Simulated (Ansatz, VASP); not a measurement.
# Ge (Ge chain with one bond drawn out by 2.0 A): VASP beside Ansatz

Wanted: the spread between two codes on one cell, functional and k mesh. The cell is taken from a series of runs on this material, whose earlier steps may have relaxed, scaled, displaced or heated it; both programs get it as it stands.

Program: Ansatz 0.2.0. Level of theory: plane waves, with VASP 6.6.1 beside it; single point at PBE. Results are calculated unless marked as measured.

## 1. The starting structure

The cell holds 10 atoms: 10 Ge. Its edges and angles: a = 7.500 Å, b = 7.500 Å, c = 25.500 Å, α = 90.0°, β = 90.0°, γ = 90.0°. Vacuum lies along a and b. The structure's axis is c.

Coordinates:

```cif
data_structure
_symmetry_space_group_name_H-M 'P 1'
_symmetry_Int_Tables_number 1
_cell_length_a 7.5000
_cell_length_b 7.5000
_cell_length_c 25.5000
_cell_angle_alpha 90.000
_cell_angle_beta 90.000
_cell_angle_gamma 90.000
_cell_volume 1434.37
loop_
_atom_site_label
_atom_site_type_symbol
_atom_site_fract_x
_atom_site_fract_y
_atom_site_fract_z
_atom_site_occupancy
Ge1 Ge 0.50000 0.50000 0.00000 1
Ge2 Ge 0.50000 0.50000 0.09216 1
Ge3 Ge 0.50000 0.50000 0.18431 1
Ge4 Ge 0.50000 0.50000 0.27647 1
Ge5 Ge 0.50000 0.50000 0.36863 1
Ge6 Ge 0.50000 0.50000 0.53922 1
Ge7 Ge 0.50000 0.50000 0.63137 1
Ge8 Ge 0.50000 0.50000 0.72353 1
Ge9 Ge 0.50000 0.50000 0.81569 1
Ge10 Ge 0.50000 0.50000 0.90784 1
```

## 2. Ansatz: single point, PBE

Ansatz runs on its default PAW (the set named soft_2) files.

A single point gives forces, pressure and levels at one fixed geometry, so differences don't come from the geometry; what else differs is listed under the comparison.

Contents of input.yaml:

```yaml
crystal:
  lattice:
    - [7.5, 0.0, 0.0]
    - [0.0, 7.5, 0.0]
    - [0.0, 0.0, 25.5]
  atoms:
    - { symbol: Ge, position: [0.5, 0.5, 0.0] }
    - { symbol: Ge, position: [0.5, 0.5, 0.0921568627] }
    - { symbol: Ge, position: [0.5, 0.5, 0.1843137255] }
    - { symbol: Ge, position: [0.5, 0.5, 0.2764705882] }
    - { symbol: Ge, position: [0.5, 0.5, 0.368627451] }
    - { symbol: Ge, position: [0.5, 0.5, 0.5392156863] }
    - { symbol: Ge, position: [0.5, 0.5, 0.631372549] }
    - { symbol: Ge, position: [0.5, 0.5, 0.7235294118] }
    - { symbol: Ge, position: [0.5, 0.5, 0.8156862745] }
    - { symbol: Ge, position: [0.5, 0.5, 0.9078431373] }
kpoints:
  mp_grid: { grid: [1, 1, 4] }
hamiltonian:
  xc: pbe
scf:
  occupations: { method: fermi_dirac, width: 0.1 }
  convergence: { dr2_threshold: 1.0e-08 }
output:
  transmission:
    leads: [[0, 1]]
    e_range: [-2.0, 2.0]
    de: 0.05
    kmesh: [1, 1]
    reduced_basis: true
  write_potential: true
  write_density: true
  volumetric_format: npy
  elf: true
```

Launch:

```console
$ ansatz run input.yaml --threads 2 --pin off --max-ram 4096MiB --backend cpu --events-out ev --progress --plain --runs-dir out
```

Numbers of over 12 decimals in the logs are rounded to 6 here.

The log of the run:

```text
Engine: ansatz 0.2.0, aarch64-unknown-linux-gnu
Pseudopotentials: kind: paw
Pseudopotential: Ge, paw, valence charge 14, recommended cutoff 420 eV (normal), Ge.paw.azcp
Functional definition: PBE
  parameter kappa = 0.804
  parameter beta = 0.066725
  exchange = pbe_x(kappa = kappa, mu = beta*pi^2/3)
  correlation = pbe_c(beta = beta)
Crystal: 10 atoms, lattice volume = 1434.375 Å³
Basis set: ecut = 420 eV, 28029 PW (Γ)
Bands: 84, of which v1, the nominal top of the filled ones, is band 70 counted from 1 (69 counted from 0)
Symmetry: 16 space group operations
Space group: P4/mmm (ITA 123), of the structure as read, at distance tolerance 1.1e-4 Å
k-points: 3 of 4
Non-local potential: Ge, projectors of the file, l = 0: 2, l = 1: 2, l = 2: 3, l = 3: 1
PAW form: soft (Blöchl's): semilocal exchange-correlation on the pseudo side does not see the compensation charge
PAW one-centre angular grid: Ge, 590 points (default); XC on 64 Gauss nodes
Initial density: superposition of atomic densities (neutral atoms: chi_scale 0, normalization atom), corrected by the library's trained network
Initial wavefunctions: pseudopotential atomic-orbital guess
Functional: x = pbe(κ = 0.804, μ = 0.219515), c = pbe(β = 0.066725)
SCF iter   1: F=—  HF=-42933.967459 eV  |F-HF|=—  |Δ(HF+E_count)|=         —  Δρ=4.09e-3  dr2=2.51e0  ethr=1.77e-3  ⟨swp⟩=5.0  Hψ=871  notcnv=0
preconditioner: auto → LDOS  [insulator: Δε(μ)=0.423 eV  Ē_g=6.179 eV  σ=0.100 eV  W_gap=0.78  n_scr=138 (ndim 8)  ℏωp=6.2 eV  f_vac=0.683  D(μ)=6.29/eV (n_scr^D=18)  ε∞_Penn≈2.0  β→1.0]
SCF iter   2: F=—  HF=-42933.878303 eV  |F-HF|=—  |Δ(HF+E_count)|=   8.92e-2  Δρ=2.71e-3  dr2=1.15e0  ethr=1.77e-3  ⟨swp⟩=3.0  Hψ=341  notcnv=0
SCF iter   3: F=—  HF=-42933.817353 eV  |F-HF|=—  |Δ(HF+E_count)|=   6.10e-2  Δρ=6.64e-4  dr2=6.51e-2  ethr=8.20e-4  ⟨swp⟩=2.7  Hψ=287  notcnv=0
SCF iter   4: F=—  HF=-42933.813981 eV  |F-HF|=—  |Δ(HF+E_count)|=   3.37e-3  Δρ=1.75e-4  dr2=1.88e-3  ethr=4.65e-5  ⟨swp⟩=2.0  Hψ=300  notcnv=0
SCF iter   5: F=—  HF=-42933.813897 eV  |F-HF|=—  |Δ(HF+E_count)|=   8.41e-5  Δρ=6.15e-5  dr2=1.39e-4  ethr=1.34e-6  ⟨swp⟩=2.0  Hψ=295  notcnv=0
SCF iter   6: F=—  HF=-42933.813925 eV  |F-HF|=—  |Δ(HF+E_count)|=   2.73e-5  Δρ=2.31e-5  dr2=2.75e-5  ethr=9.94e-8  ⟨swp⟩=2.0  Hψ=343  notcnv=0
SCF iter   7: F=—  HF=-42933.813931 eV  |F-HF|=—  |Δ(HF+E_count)|=   6.37e-6  Δρ=8.59e-6  dr2=3.79e-6  ethr=1.96e-8  ⟨swp⟩=2.0  Hψ=342  notcnv=0
SCF iter   8: F=—  HF=-42933.813714 eV  |F-HF|=—  |Δ(HF+E_count)|=   2.17e-4  Δρ=2.57e-6  dr2=1.43e-7  ethr=2.70e-9  ⟨swp⟩=2.0  Hψ=342  notcnv=0
SCF iter   9: F=—  HF=-42933.813714 eV  |F-HF|=—  |Δ(HF+E_count)|=   6.04e-8  Δρ=9.72e-7  dr2=1.99e-8  ethr=1.02e-10  ⟨swp⟩=2.0  Hψ=355  notcnv=0
SCF iter  10: F=-42933.813714 eV  HF=-42933.813714 eV  |F-HF|=1.73e-9  |Δ(HF+E_count)|=   1.43e-9  Δρ=3.62e-7  dr2=4.00e-9  ethr=7.14e-12  ⟨swp⟩=5.0  Hψ=657  notcnv=0
SCF 1 converged in 10 iterations: F = -42933.813714 eV  dr2 = 4.00e-9
  greatest PAW one-centre occupation: 0.998 electrons in one spin orbital (limit 2), on the Ge atom at site 5 (counted from 0), in its partial waves of l = 2
transmission: 32 of 192 steps passed
transmission: 64 of 192 steps passed
[...]
transmission: 192 of 192 steps passed
WARN: The output density's exchange-correlation potential varies sharply where the density is thin. Do not read a vacuum level from v_tot or v_xc, or from such a field of the output density. On a cell that repeats whose density bears no net charge and no dipole along the vacuum's axis use v_es (v_loc + v_h of the components); under efield.dipole_correction with no amplitude use v_es + v_field, which holds any externa [...]
SCF converged after 10 iterations
Free energy (F): -42933.813714 eV
Harris-Foulkes:  -42933.813714 eV  (|F-HF|=1.73e-9)
Internal energy: -42933.514554 eV  (E = F + TS)
E sigma→0 (E₀):  -42933.664134 eV
Entropy (-TS):   -0.299160 eV (-29.916 meV/atom)
Fermi energy:    -2.671294 eV
--- Per-component energies (eV) ---
  E_band       = -2991.087687
  E_kinetic    = 1087.216267
  E_local      = -43860.337842  (includes V_loc(G=0)·N_el)
  E_nonlocal   = 4154.681227
  E_hartree    = 19658.210429
  E_xc         = -736.709019
  E_vxc        = -618.087283  (∫ρ·V_xc dr)
  E_paw        = -20166.393264  (= ΣΔE_a)
  E_vpaw       = -3070.984943  (= ΣTr[D̂ρ^β])
  E_aug_tail   = 0.002891  (compensation charges beyond the density's cutoff)
  E_ewald      = -3070.185243
  E_smearing   = -0.299160  (= −TS)
  E_closure    = 0.000000  (closes the sum)
  Σ components = -42933.813714   (vs F -42933.813714, Δ=0.00e0)
--- Band table (eV) ---
  k-point 0: bands = [... 66 lower, -3.2989, -3.2989, -2.8573, -2.8573, -2.5118, -2.4580, -2.4580, -1.7502, ... 10 higher]
  k-point 1: bands = [... 66 lower, -3.2874, -3.2874, -2.8809, -2.8809, -2.4264, -2.4264, -2.3516, -1.7871, ... 10 higher]
  k-point 2: bands = [... 66 lower, -3.2755, -3.2755, -2.9032, -2.9032, -2.3949, -2.3949, -2.1805, -1.8237, ... 10 higher]
--- Transmission ---
  basis      : 497 plane waves across, 32 finite elements along
  points     : 1, standing for a mesh of 1 x 1
  energies   : 81 from -2.000000 to 2.000000 eV about the Fermi level, 0.050000 eV apart; the leads are filled to 0.000000 eV, and channels, transmission and decay are at 0.000000 eV
  crystal 0  : Ge1, at the sites [0, 1], period 2.3500 Å, over 23.50 Å; its Hamiltonian steps by up to 78.3 meV: too much for a lead, lay more layers or, if its atoms are ordered, name the step of that order
    offset         : up to 0.0000 Å between an atom of the period and one for which it stands
    channels       : 3.000000e0 a spin
    conductance    : none, the energies end too early or step too widely for 300 K: set another output.transmission.e_range or a lower de, or, where they end at an eighth of basis.ecutwfc, a higher one
  junction   : crystal 0 to crystal 0, -0.48 to 22.67 Å
    transmission   : 1.753259e-1 a spin
    error estimate : 1.807182e-5 a spin from the reduction of the transverse basis, at the most 1.919090e-5 at 2.000000 eV
    conductance    : none, the energies end too early or step too widely for 300 K: set another output.transmission.e_range or a lower de, or, where they end at an eighth of basis.ecutwfc, a higher one
```

## 3. VASP: single point, PBE

The same cell, functional, mesh and smearing now go to VASP, with its own data sets.

Lines of VASP's logs that name or quote its potential files are left out, and so is its time.

Contents of INCAR:

```
SYSTEM = Ge
PREC = Accurate
ENCUT = 410
EDIFF = 1E-06
NELM = 120
ISMEAR = -1
SIGMA = 0.1
LREAL = .FALSE.
ALGO = Normal
GGA = PE
NBANDS = 86
LORBIT = 11
LWAVE = .FALSE.
LCHARG = .FALSE.
ISIF = 2
LASPH = .TRUE.
GGA_COMPAT = .FALSE.
EFERMI = MIDGAP
KPAR = 2
```

Contents of POSCAR:

```
Ge
1.0
    7.5000000000      0.0000000000      0.0000000000
    0.0000000000      7.5000000000      0.0000000000
    0.0000000000      0.0000000000     25.5000000000
Ge
10
Direct
    0.5000000000      0.5000000000      0.0000000000
    0.5000000000      0.5000000000      0.0921568628
    0.5000000000      0.5000000000      0.1843137255
    0.5000000000      0.5000000000      0.2764705883
    0.5000000000      0.5000000000      0.3686274510
    0.5000000000      0.5000000000      0.5392156863
    0.5000000000      0.5000000000      0.6313725490
    0.5000000000      0.5000000000      0.7235294118
    0.5000000000      0.5000000000      0.8156862746
    0.5000000000      0.5000000000      0.9078431373
```

Contents of KPOINTS:

```
Automatic mesh
0
Gamma
1 1 4
0 0 0
```

The projector-augmented-wave data sets are Ge_d (PBE family, release 64).

Launch:

```console
$ mpirun -np 2 vasp_std
```

The log of the run:

```text
[banner, memory and clock lines left out]
running    2 mpi-ranks, on    1 nodes
 distrk:  each k-point on    1 cores,    2 groups
 distr:  one band on    1 cores,    1 groups

 POSCAR found type information on POSCAR Ge
 POSCAR found :  1 types and      10 ions
 LDA part: xc-table for (Slater+PW92), standard interpolation
 POSCAR, INCAR and KPOINTS ok, starting setup
 FFT: planning ... GRIDC
 FFT: planning ... GRID_SOFT
 FFT: planning ... GRID
 WAVECAR not read
 entering main loop
       N       E                     dE             d eps       ncg     rms          rms(c)
DAV:   1     0.966857333751E+03    0.96686E+03   -0.62757E+04   588   0.163E+03
DAV:   2     0.116397707928E+03   -0.85046E+03   -0.82945E+03   708   0.356E+02
DAV:   3    -0.214521774071E+02   -0.13785E+03   -0.13522E+03   760   0.162E+02
DAV:   4    -0.299734970772E+02   -0.85213E+01   -0.83210E+01   568   0.462E+01
DAV:   5    -0.302817132748E+02   -0.30822E+00   -0.30754E+00   770   0.814E+00    0.528E+00
DAV:   6    -0.298722408898E+02    0.40947E+00   -0.21476E+00   764   0.290E+01    0.385E+00
DAV:   7    -0.295301692885E+02    0.34207E+00   -0.42529E+00   706   0.161E+01    0.279E+00
DAV:   8    -0.291695938531E+02    0.36058E+00   -0.15916E+00   610   0.775E+00    0.882E-01
DAV:   9    -0.291560782448E+02    0.13516E-01   -0.37091E-01   596   0.434E+00    0.402E-01
DAV:  10    -0.291598606322E+02   -0.37824E-02   -0.56115E-02   618   0.148E+00    0.311E-01
DAV:  11    -0.291600554558E+02   -0.19482E-03   -0.10209E-02   570   0.713E-01    0.143E-01
DAV:  12    -0.291603283176E+02   -0.27286E-03   -0.29370E-03   572   0.852E-01    0.613E-02
DAV:  13    -0.291611121412E+02   -0.78382E-03   -0.67242E-04   672   0.320E-01    0.475E-02
DAV:  14    -0.291624313679E+02   -0.13192E-02   -0.10789E-03   598   0.174E-01    0.173E-02
DAV:  15    -0.291627217115E+02   -0.29034E-03   -0.12320E-04   572   0.864E-02    0.133E-02
DAV:  16    -0.291629307871E+02   -0.20908E-03   -0.21402E-05   546   0.676E-02    0.757E-03
DAV:  17    -0.291632308402E+02   -0.30005E-03   -0.33203E-05   522   0.408E-02    0.419E-03
DAV:  18    -0.291632853594E+02   -0.54519E-04   -0.55575E-06   542   0.229E-02    0.301E-03
DAV:  19    -0.291633430823E+02   -0.57723E-04   -0.69204E-06   420   0.151E-02    0.173E-03
DAV:  20    -0.291633526436E+02   -0.95613E-05   -0.15534E-06   434   0.106E-02    0.889E-04
DAV:  21    -0.291633566162E+02   -0.39725E-05   -0.47100E-07   342   0.408E-03    0.508E-04
DAV:  22    -0.291633601239E+02   -0.35077E-05   -0.49458E-07   336   0.498E-03    0.288E-04
DAV:  23    -0.291633608552E+02   -0.73131E-06   -0.14401E-07   312   0.272E-03
   1 F= -.29163361E+02 E0= -.29013912E+02  d E =-.298897E+00
```

From OUTCAR (step 3):

```text
ion  position               nearest neighbor table
   1  0.500  0.500  0.000-  10 2.35   2 2.35
   2  0.500  0.500  0.092-   3 2.35   1 2.35
   3  0.500  0.500  0.184-   2 2.35   4 2.35
   4  0.500  0.500  0.276-   5 2.35   3 2.35
   5  0.500  0.500  0.369-   4 2.35
   6  0.500  0.500  0.539-   7 2.35
   7  0.500  0.500  0.631-   6 2.35   8 2.35
   8  0.500  0.500  0.724-   9 2.35   7 2.35
   9  0.500  0.500  0.816-  10 2.35   8 2.35
  10  0.500  0.500  0.908-   1 2.35   9 2.35

  LATTYP: Found a simple tetragonal cell.
 ALAT       =     7.5000000000
 C/A-ratio  =     3.4000000000

 Subroutine GETGRP returns: Found 16 space group operations
 (whereof  8 operations were pure point group operations)

The static configuration has the point symmetry C_4v.
 The point group associated with its full space group is D_4h.

 Found      3 irreducible k-points:

   k-points           NKPTS =      3   k-points in BZ     NKDIM =      3   number of bands    NBANDS=     86

   dimension x,y,z NGX =    50 NGY =   50 NGZ =  168
   dimension x,y,z NGXF=   100 NGYF=  100 NGZF=  336

   ENCUT  =  410.0 eV  30.13 Ry    5.49 a.u.  12.38 12.38 42.10*2*pi/ulx,y,z

   NELECT =     140.0000    total number of electrons

 k-points in reciprocal lattice and weights: Automatic mesh
   0.00000000  0.00000000  0.00000000       0.250
   0.00000000  0.00000000  0.25000000       0.500
   0.00000000  0.00000000  0.50000000       0.250

 average (electrostatic) potential at core
       1 -82.3875       2 -82.2914       3 -82.5087       4 -82.0687       5 -82.6193
       6 -82.6193       7 -82.0687       8 -82.5087       9 -82.2914      10 -82.3875

 E-fermi :  -3.2404

 k-point     1 :       0.0000    0.0000    0.0000
  band No.  band energies     occupation
    ...
     66      -4.1608      1.99980
     67      -3.8683      1.99625
     68      -3.8683      1.99625
     69      -3.4266      1.73098
     70      -3.4266      1.73098
     71      -3.0799      0.33454
     72      -3.0274      0.21235
     73      -3.0274      0.21235
     74      -2.3197      0.00020
     75      -2.3197      0.00020
    ...

 k-point     2 :       0.0000    0.0000    0.2500
  band No.  band energies     occupation
    ...
     66      -4.1656      1.99981
     67      -3.8569      1.99580
     68      -3.8569      1.99580
     69      -3.4501      1.78121
     70      -3.4501      1.78121
     71      -2.9958      0.15944
     72      -2.9958      0.15944
     73      -2.9193      0.07746
     74      -2.3566      0.00029
     75      -2.3566      0.00029
    ...

 k-point     3 :       0.0000    0.0000    0.5000
  band No.  band energies     occupation
    ...
     66      -4.1703      1.99982
     67      -3.8450      1.99527
     68      -3.8450      1.99527
     69      -3.4725      1.82109
     70      -3.4725      1.82109
     71      -2.9644      0.11895
     72      -2.9644      0.11895
     73      -2.7478      0.01440
     74      -2.3931      0.00042
     75      -2.3931      0.00042
    ...

  Total        0.9131492      0.9131492     -6.9226171      0.0000000      0.0000000      0.0000000
  in kB        1.0199752      1.0199752     -7.7324689      0.0000000      0.0000000      0.0000000
  external PRESSURE =      -1.8975062 kB  Pullay stress =       0.0000000 kB

  energy-cutoff  :      410.00
  volume of cell :     1434.38
      direct lattice vectors                 reciprocal lattice vectors
     7.500000000  0.000000000  0.000000000     0.133333333  0.000000000  0.000000000
     0.000000000  7.500000000  0.000000000     0.000000000  0.133333333  0.000000000
     0.000000000  0.000000000 25.500000000     0.000000000  0.000000000  0.039215686

 POSITION                                       TOTAL-FORCE (eV/Angst)
 -----------------------------------------------------------------------------------
      3.75000      3.75000      0.00000         0.000000     -0.000000      0.537195
      3.75000      3.75000      2.35000         0.000000     -0.000000      0.174204
      3.75000      3.75000      4.70000         0.000000      0.000000      0.311083
      3.75000      3.75000      7.05000         0.000000     -0.000000      0.332801
      3.75000      3.75000      9.40000         0.000000      0.000000     -0.765768
      3.75000      3.75000     13.75000        -0.000000      0.000000      0.765768
      3.75000      3.75000     16.10000         0.000000      0.000000     -0.332801
      3.75000      3.75000     18.45000        -0.000000      0.000000     -0.311083
      3.75000      3.75000     20.80000         0.000000     -0.000000     -0.174204
      3.75000      3.75000     23.15000         0.000000     -0.000000     -0.537195
 -----------------------------------------------------------------------------------
    total drift:                                0.000000     -0.000000      0.000317

  FREE ENERGIE OF THE ION-ELECTRON SYSTEM (eV)
  ---------------------------------------------------
  free  energy   TOTEN  =       -29.1633608552 eV

  energy  without entropy=      -28.8644636296  energy(sigma->0) =      -29.01391224

 total charge
# of ion       s       p       d       tot
------------------------------------------
    1        1.260   0.986   9.991  12.236
    2        1.233   1.026   9.986  12.245
    3        1.215   1.033   9.986  12.233
    4        1.201   1.086   9.976  12.264
    5        1.295   0.839   9.979  12.112
    6        1.295   0.839   9.979  12.112
    7        1.201   1.086   9.976  12.264
    8        1.215   1.033   9.986  12.233
    9        1.233   1.026   9.986  12.245
   10        1.260   0.986   9.991  12.236
--------------------------------------------------
tot         12.407   9.939  99.834 122.181
```

## 4. Differences

Known differences besides the potentials themselves: the cutoff is 420 eV in Ansatz and 410 eV in VASP. Total energies have different zeros and are not compared.

Compared:

```tsv
quantity	Ansatz	VASP	difference
gap on the k mesh (eV)	0.345	0.347	-0.001
```

A gap on the mesh is an upper bound, since the band edges may lie between its points.

## 5. Results

```json
{
  "difference in gap on the k mesh (single point, PBE)": "-0.0012 eV"
}
```

In words: The difference in gap on the k mesh is -0.0012 eV (single point, PBE), within the 0.08 eV picked in this series as the mark of a large difference. Such differences can come from data sets, numerical settings and the points named under the comparisons, not from the functional's error against experiment.

[Lines on the potential files, build, host, timing and source positions are cut from VASP's logs without a mark.]

[Logs are printed without paths, hosts, clocks, repeated set-up lines and the standing remarks that a program may print on its own settings, such as how far it seeks lower states.]

[Hosts, paths, dates, database ids (printed as entryN), source tags and the programs' standing remarks are cut or masked in the printed files.]
